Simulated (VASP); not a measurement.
## Lithium under strain

Aim: follow the pressure of Lithium through compression, expansion and shear. All runs use LDA. The start is a cell from a database of measured crystal structures.

Program: VASP 6.6.1. Level of theory: LDA; plane waves and PAW (Li_sv). Results are calculated unless marked as measured.

## (1) The starting structure

Symmetry: Im-3m, No. 229, cubic system. The conventional cell has a = 3.509 Å, b = 3.509 Å, c = 3.509 Å, α = 90.00°, β = 90.00°, γ = 90.00°. Li has 8 Li at 3.04 Å nearest.

## (2) Reference run

A single point gives energy, forces and stress at these settings. LDA, the lowest rung, knows the local density alone.

Contents of INCAR:

```
SYSTEM = Li
PREC = Accurate
ENCUT = 650
EDIFF = 1E-06
NELM = 100
ISMEAR = -1
SIGMA = 0.05
LREAL = .FALSE.
ALGO = Normal
GGA = CA
NBANDS = 7
LORBIT = 11
LWAVE = .FALSE.
LCHARG = .FALSE.
KPAR = 2
ISIF = 2
```

Contents of POSCAR:

```
Li
1.0
   -1.7546500000      1.7546500000      1.7546500000
    1.7546500000     -1.7546500000      1.7546500000
    1.7546500000      1.7546500000     -1.7546500000
Li
1
Direct
    0.0000000000      0.0000000000      0.0000000000
```

Contents of KPOINTS:

```
Automatic mesh
0
Gamma
11 11 11
0 0 0
```

The projector-augmented-wave data sets are Li_sv (LDA family, release 64).

Run with:

```
> mpirun -np 2 vasp_std
```

The log of the run:

```text
[banner, memory and clock lines left out]
running    2 mpi-ranks, on    1 nodes
 distrk:  each k-point on    1 cores,    2 groups
 distr:  one band on    1 cores,    1 groups

 POSCAR found type information on POSCAR Li
 POSCAR found :  1 types and       1 ions
 LDA part: xc-table for (Slater(with rela. corr.)+CA(PZ))
 , standard interpolation
 POSCAR, INCAR and KPOINTS ok, starting setup
 FFT: planning ... GRIDC
 FFT: planning ... GRID_SOFT
 FFT: planning ... GRID
 WAVECAR not read
 entering main loop
       N       E                     dE             d eps       ncg     rms          rms(c)
DAV:   1     0.167946902594E+00    0.16795E+00   -0.79095E+02   784   0.335E+02
DAV:   2    -0.196556448123E+01   -0.21335E+01   -0.20904E+01  1155   0.427E+01
DAV:   3    -0.203616979307E+01   -0.70605E-01   -0.70603E-01   882   0.550E+00
DAV:   4    -0.203726206224E+01   -0.10923E-02   -0.10923E-02  1099   0.742E-01
DAV:   5    -0.203726698335E+01   -0.49211E-05   -0.49212E-05   931   0.432E-02    0.267E-01
DAV:   6    -0.203618806367E+01    0.10789E-02   -0.35790E-04  1309   0.900E-02    0.148E-01
DAV:   7    -0.203563755949E+01    0.55050E-03   -0.77056E-04  1400   0.137E-01    0.262E-02
DAV:   8    -0.203564017091E+01   -0.26114E-05   -0.12810E-05   826   0.360E-02    0.679E-04
DAV:   9    -0.203564021249E+01   -0.41584E-07   -0.29165E-07   651   0.528E-03
   1 F= -.20356402E+01 E0= -.20337390E+01  d E =-.380248E-02
```

The job ended after 2.2 s (2 MPI ranks of Intel Xeon 6975P-C (Granite Rapids), shared host; peak memory 0.23 GiB; 3.6 s of CPU time).

The logs omit lines about the potential files and the build; timing stands in the text.

OUTCAR, selected parts (step 2):

```text
ion  position               nearest neighbor table
   1  0.000  0.000  0.000-

  LATTYP: Found a body centered cubic cell.
 ALAT       =     3.5093000000

 Subroutine GETGRP returns: Found 48 space group operations
 (whereof 48 operations were pure point group operations)

The static configuration has the point symmetry O_h .

 Found     56 irreducible k-points:

   k-points           NKPTS =     56   k-points in BZ     NKDIM =     56   number of bands    NBANDS=      7

   dimension x,y,z NGX =    28 NGY =   28 NGZ =   28
   dimension x,y,z NGXF=    56 NGYF=   56 NGZF=   56

   ENCUT  =  650.0 eV  47.77 Ry    6.91 a.u.   6.32  6.32  6.32*2*pi/ulx,y,z

   NELECT =       3.0000    total number of electrons

 k-points in reciprocal lattice and weights: Automatic mesh
   0.00000000  0.00000000  0.00000000       0.001
   0.09090909  0.00000000  0.00000000       0.009
   0.18181818  0.00000000  0.00000000       0.009
   0.27272727  0.00000000  0.00000000       0.009
   0.36363636  0.00000000  0.00000000       0.009
   0.45454545  0.00000000  0.00000000       0.009
   0.09090909  0.09090909  0.00000000       0.018
   0.18181818  0.09090909  0.00000000       0.036
   0.27272727  0.09090909  0.00000000       0.036
[...]
-0.45454545 -0.45454545  0.36363636       0.006
  -0.45454545  0.45454545  0.45454545       0.005

 average (electrostatic) potential at core
       1 -68.1794

 E-fermi :   0.4498

 k-point     1 :       0.0000    0.0000    0.0000
  band No.  band energies     occupation
      1     -45.3109      2.00000
      2      -2.9922      2.00000
      3      14.1254      0.00000
      4      14.1254      0.00000
      5      14.1254      0.00000
      6      19.0079      0.00000
      7      19.0079      0.00000

 k-point     2 :       0.0909    0.0000    0.0000
  band No.  band energies     occupation
      1     -45.3097      2.00000
      2      -2.8425      2.00000
      3      13.1781      0.00000
      4      13.4774      0.00000
      5      13.8912      0.00000
      6      17.3749      0.00000
      7      17.5729      0.00000

 k-point     3 :       0.1818    0.0000    0.0000
  band No.  band energies     occupation
      1     -45.3062      2.00000
      2      -2.3908      2.00000
      3      10.7407      0.00000
      4      12.3227      0.00000
      5      13.2799      0.00000
      6      16.0086      0.00000
      7      16.5002      0.00000

  Total       -0.2356665     -0.2356665     -0.2356665      0.0000000     -0.0000000      0.0000000
  in kB      -17.4733785    -17.4733785    -17.4733785      0.0000000     -0.0000000      0.0000000
  external PRESSURE =     -17.4733785 kB  Pullay stress =       0.0000000 kB

  energy-cutoff  :      650.00
  volume of cell :       21.61
      direct lattice vectors                 reciprocal lattice vectors
    -1.754650000  1.754650000  1.754650000     0.000000000  0.284957114  0.284957114
     1.754650000 -1.754650000  1.754650000     0.284957114  0.000000000  0.284957114
     1.754650000  1.754650000 -1.754650000     0.284957114  0.284957114  0.000000000

 POSITION                                       TOTAL-FORCE (eV/Angst)
 -----------------------------------------------------------------------------------
      0.00000      0.00000      0.00000        -0.000000      0.000000      0.000000
 -----------------------------------------------------------------------------------
    total drift:                               -0.000000     -0.000000     -0.000000

  FREE ENERGIE OF THE ION-ELECTRON SYSTEM (eV)
  ---------------------------------------------------
  free  energy   TOTEN  =        -2.0356402125 eV

  energy  without entropy=       -2.0318377354  energy(sigma->0) =       -2.03373897

 total charge
# of ion       s       p       d       tot
------------------------------------------
    1        2.030   0.046   0.000   2.075

[... 3 further parts left out ...]
```

This run has no spin polarisation. Its electron count is odd, so without a moment it is a metal by construction. The k-mesh is coarse for a metal.

This step gave:

| Property | Result |
| --- | --- |
| SCF cycles | 9 |
| electrons | 3 |
| bands | 7 |
| irreducible k-points | 56 |
| symmetry operations | 48 |
| free energy (TOTEN) | -2.036 eV |
| energy at zero smearing | -2.034 eV |
| Fermi energy | 0.4498 eV |
| pressure | -1.747 GPa |
| metallic | yes |

The pressure is -1.75 GPa and the largest force 0.000 eV/Å, so the cell is not at a minimum at these settings.

## (3) Bands, cell as listed

Levels along the symmetry lines show where the bands peak and cross; KPOINTS_OPT computes them in the converged potential.

Edit INCAR of step 2 so:

```diff
@@ -10,3 +10,3 @@
 GGA = CA
-NBANDS = 7
+NBANDS = 12
 LORBIT = 11
@@ -15,2 +15 @@
 KPAR = 2
-ISIF = 2
```

POSCAR is that of step 2.

KPOINTS is that of step 2.

Contents of KPOINTS_OPT:

```
Line mode
16
Line-mode
Reciprocal
  0.00000000   0.00000000   0.00000000 GAMMA
  0.50000000  -0.50000000   0.50000000 H

  0.50000000  -0.50000000   0.50000000 H
  0.00000000   0.00000000   0.50000000 N

  0.00000000   0.00000000   0.50000000 N
  0.00000000   0.00000000   0.00000000 GAMMA

  0.00000000   0.00000000   0.00000000 GAMMA
  0.25000000   0.25000000   0.25000000 P

  0.25000000   0.25000000   0.25000000 P
  0.50000000  -0.50000000   0.50000000 H

  0.25000000   0.25000000   0.25000000 P
  0.00000000   0.00000000   0.50000000 N
```

Run with:

```
> mpirun -np 2 vasp_std
```

The log of the run:

```text
[... set-up lines as in an earlier step ...]
 entering main loop
       N       E                     dE             d eps       ncg     rms          rms(c)
DAV:   1     0.310066467063E+01    0.31007E+01   -0.72952E+02  1344   0.196E+02
DAV:   2    -0.188538212591E+01   -0.49860E+01   -0.47400E+01  1776   0.471E+01
DAV:   3    -0.203498331226E+01   -0.14960E+00   -0.14930E+00  1700   0.613E+00
DAV:   4    -0.203724181261E+01   -0.22585E-02   -0.22579E-02  1564   0.727E-01
DAV:   5    -0.203726667500E+01   -0.24862E-04   -0.24862E-04  1704   0.763E-02    0.267E-01
DAV:   6    -0.203618805016E+01    0.10786E-02   -0.32275E-04  2092   0.522E-02    0.148E-01
DAV:   7    -0.203563759949E+01    0.55045E-03   -0.66146E-04  2180   0.770E-02    0.259E-02
DAV:   8    -0.203564018613E+01   -0.25866E-05   -0.11273E-05  1580   0.190E-02    0.853E-04
DAV:   9    -0.203564021184E+01   -0.25706E-07   -0.19764E-07  1252   0.274E-03
   1 F= -.20356402E+01 E0= -.20337390E+01  d E =-.380248E-02
 Start KPOINTS_OPT (optional k-point list driver)
k-point batch [1-56\96]
       N       E                     dE             ncg
DAV:   1    -0.485557548843E+04   -0.97047E+04     1344
DAV:   2    -0.506729995357E+04   -0.21172E+03     1776
DAV:   3    -0.507312316837E+04   -0.58232E+01     1764
DAV:   4    -0.507318895470E+04   -0.65786E-01     1516
DAV:   5    -0.507319002339E+04   -0.10687E-02     1732
DAV:   6    -0.507319003577E+04   -0.12382E-04     1496
DAV:   7    -0.507319003595E+04   -0.17950E-06     1416
k-point batch [57-96\96]
       N       E                     dE             ncg
DAV:   1    -0.297840861967E+04   -0.83432E+04      960
DAV:   2    -0.313617215176E+04   -0.15776E+03     1296
DAV:   3    -0.314014450515E+04   -0.39724E+01     1324
DAV:   4    -0.314016880817E+04   -0.24303E-01     1160
DAV:   5    -0.314016909528E+04   -0.28711E-03     1224
DAV:   6    -0.314016910045E+04   -0.51663E-05     1212
DAV:   7    -0.314016910054E+04   -0.92314E-07     1148
```

The job ended after 6.4 s (2 MPI ranks; peak memory 0.27 GiB).

From OUTCAR (step 3):

```text
The static configuration has the point symmetry O_h .

 Found     56 irreducible k-points:

   k-points           NKPTS =     56   k-points in BZ     NKDIM =     56   number of bands    NBANDS=     12

   NELECT =       3.0000    total number of electrons

 E-fermi :   0.4498

 k-point     1 :       0.0000    0.0000    0.0000
  band No.  band energies     occupation
      1     -45.3109      2.00000
      2      -2.9922      2.00000
      3      14.1254      0.00000
      4      14.1254      0.00000
      5      14.1254      0.00000
      6      19.0079      0.00000
      7      19.0079      0.00000
    ...

 k-point     2 :       0.0909    0.0000    0.0000
  band No.  band energies     occupation
      1     -45.3098      2.00000
      2      -2.8425      2.00000
      3      13.1781      0.00000
      4      13.4774      0.00000
      5      13.8912      0.00000
      6      17.3749      0.00000
      7      17.5729      0.00000
    ...

  Total       -0.2355877     -0.2355877     -0.2355877      0.0000000     -0.0000000      0.0000000
  in kB      -17.4675368    -17.4675368    -17.4675368      0.0000000     -0.0000000      0.0000000
  external PRESSURE =     -17.4675368 kB  Pullay stress =       0.0000000 kB

 POSITION                                       TOTAL-FORCE (eV/Angst)
 -----------------------------------------------------------------------------------
      0.00000      0.00000      0.00000         0.000000      0.000000     -0.000000
 -----------------------------------------------------------------------------------
    total drift:                               -0.000000     -0.000000     -0.000000

  FREE ENERGIE OF THE ION-ELECTRON SYSTEM (eV)
  ---------------------------------------------------
  free  energy   TOTEN  =        -2.0356402118 eV

  energy  without entropy=       -2.0318377342  energy(sigma->0) =       -2.03373897

[... 9 parts as in an earlier step ...]

[... 4 further parts left out ...]
```

Numbers from this step:

| Property | Result |
| --- | --- |
| bands | 12 |

Electronic bands along the path, in eV, zero at the Fermi level; # counts the bands kept, so #1 is VASP's band 2:

```tsv
point	#1	#2	#3
Γ	-3.44	13.68	13.68
0.53 of the way	-0.80	7.70	7.70
H	5.19	5.19	5.19
0.53 of the way	1.51	3.56	6.82
N	0.22	3.06	9.72
0.47 of the way	-2.15	7.76	10.91
Γ	-3.44	13.68	13.68
0.47 of the way	-1.95	8.82	8.82
P	3.22	3.22	3.22
0.53 of the way	2.56	2.56	5.70
H	5.19	5.19	5.19
jump to P	3.22	3.22	3.22
0.47 of the way	1.08	3.15	6.64
N	0.22	3.06	9.72
```

The electronic bands as a text plot (rows in eV, shown from -3.4 to 3.2 only):

```
    3.1 |                  ***                  *      *   ******
    2.8 |                                        *    *    *
    2.5 |         *                            *
    2.3 |               *                         ****
    2.0 |                                                   *
    1.7 |        *
    1.4 |                *                                   *
    1.1 |
    0.9 |                 *                   *
    0.6 |                  *                                  *
    0.3 |                   **               *                 **
    0.0 |       *
   -0.2 |                     *
   -0.5 |                      *
   -0.8 |      *
   -1.1 |                                   *
   -1.4 |     *                 *
   -1.6 |                                  *
   -1.9 |    *
   -2.2 |                        *
   -2.5 |                                 *
   -2.7 |   *                     *      *
   -3.0 |  *                       *
   -3.3 |**                         *****
         Γ           H       N        Γ         P        H|P    N
```

There is no gap at this level.

Of the bands kept, 1 crosses the Fermi level on this path.

## (4) Bands, volume times 1.04

The cell is expanded evenly, with fractional positions held. The mesh changes to 10×10×10.

INCAR is that of step 3.

Contents of POSCAR:

```
Li
1.0
   -1.7777401479      1.7777401479      1.7777401479
    1.7777401479     -1.7777401479      1.7777401479
    1.7777401479      1.7777401479     -1.7777401479
Li
1
Direct
    0.0000000000      0.0000000000      0.0000000000
```

Contents of KPOINTS:

```
Automatic mesh
0
Gamma
10 10 10
0 0 0
```

KPOINTS_OPT is that of step 3.

Run with:

```
> mpirun -np 2 vasp_std
```

The log of the run:

```text
[... set-up lines as in an earlier step ...]
 entering main loop
       N       E                     dE             d eps       ncg     rms          rms(c)
DAV:   1     0.342581486827E+01    0.34258E+01   -0.71486E+02  1128   0.192E+02
DAV:   2    -0.183556129030E+01   -0.52614E+01   -0.49754E+01  1524   0.488E+01
DAV:   3    -0.201469589481E+01   -0.17913E+00   -0.17861E+00  1480   0.648E+00
DAV:   4    -0.201856210762E+01   -0.38662E-02   -0.38660E-02  1312   0.844E-01
DAV:   5    -0.201860478490E+01   -0.42677E-04   -0.42677E-04  1404   0.861E-02    0.295E-01
DAV:   6    -0.201748548328E+01    0.11193E-02   -0.31522E-04  1768   0.528E-02    0.165E-01
DAV:   7    -0.201690646654E+01    0.57902E-03   -0.63661E-04  1804   0.774E-02    0.245E-02
DAV:   8    -0.201690889952E+01   -0.24330E-05   -0.10937E-05  1348   0.181E-02    0.103E-03
DAV:   9    -0.201690891740E+01   -0.17875E-07   -0.15969E-07  1052   0.245E-03
   1 F= -.20169089E+01 E0= -.20136613E+01  d E =-.649526E-02
 Start KPOINTS_OPT (optional k-point list driver)
k-point batch [1-47\96]
       N       E                     dE             ncg
DAV:   1    -0.407476889717E+04   -0.83591E+04     1128
DAV:   2    -0.425933967035E+04   -0.18457E+03     1468
DAV:   3    -0.426518744189E+04   -0.58478E+01     1472
DAV:   4    -0.426529688585E+04   -0.10944E+00     1292
DAV:   5    -0.426529834782E+04   -0.14620E-02     1416
DAV:   6    -0.426529837014E+04   -0.22312E-04     1332
DAV:   7    -0.426529837050E+04   -0.36397E-06     1228
[...]
k-point batch [95-96\96]
       N       E                     dE             ncg
DAV:   1     0.491894208038E+04   -0.42457E+03       48
DAV:   2     0.491023650010E+04   -0.87056E+01       64
DAV:   3     0.491007564319E+04   -0.16086E+00       60
DAV:   4     0.491007375480E+04   -0.18884E-02       52
DAV:   5     0.491007372552E+04   -0.29279E-04       64
DAV:   6     0.491007372500E+04   -0.51670E-06       56
```

Elapsed: 6.4 s, on 2 MPI ranks; peak memory 0.27 GiB.

From OUTCAR (step 4):

```text
  LATTYP: Found a body centered cubic cell.
 ALAT       =     3.5554802958

The static configuration has the point symmetry O_h .

 Found     47 irreducible k-points:

   k-points           NKPTS =     47   k-points in BZ     NKDIM =     47   number of bands    NBANDS=     12

   ENCUT  =  650.0 eV  47.77 Ry    6.91 a.u.   6.40  6.40  6.40*2*pi/ulx,y,z

   NELECT =       3.0000    total number of electrons

 E-fermi :   0.3541

 k-point     1 :       0.0000    0.0000    0.0000
  band No.  band energies     occupation
      1     -45.4835      2.00000
      2      -3.0457      2.00000
      3      13.6420      0.00000
      4      13.6420      0.00000
      5      13.6420      0.00000
      6      18.4436      0.00000
      7      18.4436      0.00000
    ...

 k-point     2 :       0.1000    0.0000    0.0000
  band No.  band energies     occupation
      1     -45.4820      2.00000
      2      -2.8656      2.00000
      3      12.5345      0.00000
      4      12.9104      0.00000
      5      13.3717      0.00000
      6      16.7078      0.00000
      7      16.8842      0.00000
    ...

  Total       -0.2858046     -0.2858046     -0.2858046      0.0000000      0.0000000      0.0000000
  in kB      -20.3758111    -20.3758111    -20.3758111      0.0000000      0.0000000      0.0000000
  external PRESSURE =     -20.3758111 kB  Pullay stress =       0.0000000 kB

  energy-cutoff  :      650.00
  volume of cell :       22.47
      direct lattice vectors                 reciprocal lattice vectors
    -1.777740148  1.777740148  1.777740148     0.000000000  0.281255953  0.281255953
     1.777740148 -1.777740148  1.777740148     0.281255953  0.000000000  0.281255953
     1.777740148  1.777740148 -1.777740148     0.281255953  0.281255953  0.000000000

 POSITION                                       TOTAL-FORCE (eV/Angst)
 -----------------------------------------------------------------------------------
      0.00000      0.00000      0.00000         0.000000     -0.000000      0.000000
 -----------------------------------------------------------------------------------
    total drift:                               -0.000000     -0.000000     -0.000000

  FREE ENERGIE OF THE ION-ELECTRON SYSTEM (eV)
  ---------------------------------------------------
  free  energy   TOTEN  =        -2.0169089174 eV

  energy  without entropy=       -2.0104136603  energy(sigma->0) =       -2.01366129

 total charge
# of ion       s       p       d       tot
------------------------------------------
    1        2.028   0.044   0.000   2.072

[... 3 parts as in an earlier step ...]

[... 6 further parts left out ...]
```

This step gave:

```
irreducible k-points    : 47
free energy (TOTEN)     : -2.017 eV
energy at zero smearing : -2.014 eV
Fermi energy            : 0.3541 eV
pressure                : -2.038 GPa
```

Electronic bands along the path, in eV, zero at the Fermi level; # counts the bands kept, so #1 is VASP's band 2:

```tsv
point	#1	#2	#3
Γ	-3.40	13.29	13.29
0.47 of the way	-1.41	8.22	8.22
H	5.05	5.05	5.05
0.47 of the way	1.86	3.62	6.28
N	0.23	2.93	9.45
0.47 of the way	-2.12	7.54	10.61
Γ	-3.40	13.29	13.29
0.53 of the way	-1.48	7.68	7.68
P	3.15	3.15	3.15
0.47 of the way	2.31	2.31	5.55
H	5.05	5.05	5.05
jump to P	3.15	3.15	3.15
0.47 of the way	1.06	3.04	6.47
N	0.23	2.93	9.45
```

The electronic bands as a text plot (rows in eV, shown from -3.4 to 3.1 only):

```
    3.0 |                  ***                  *      *   ******
    2.7 |                                        *    *    *
    2.5 |         *                            *
    2.2 |               *                         ****
    1.9 |                                                   *
    1.6 |        *
    1.4 |                *                                   *
    1.1 |
    0.8 |                 *                   *               *
    0.6 |                  *                                   *
    0.3 |                   **               *                  *
    0.0 |       *
   -0.3 |                     *
   -0.5 |                      *
   -0.8 |      *
   -1.1 |                                   *
   -1.4 |     *                 *          *
   -1.6 |
   -1.9 |    *
   -2.2 |                        *
   -2.4 |                                 *
   -2.7 |   *                     *      *
   -3.0 |  *                       *
   -3.3 |**                         *****
         Γ           H       N        Γ         P        H|P    N
```

 The pressure is -2.04 GPa.

Of the bands kept, 1 crosses the Fermi level on this path.

[end of part 1 of 3]

[Lines on the potential files, build, host, timing and source positions are cut from VASP's logs without a mark.]

[Logs are printed without paths, hosts, clocks, repeated set-up lines and the standing remarks that a program may print on its own settings, such as how far it seeks lower states.]

[Hosts, paths, dates, database ids (printed as entryN), source tags and the programs' standing remarks are cut or masked in the printed files.]

[A measured line is paired with the nearest computed mode of its activity, which favours agreement.]
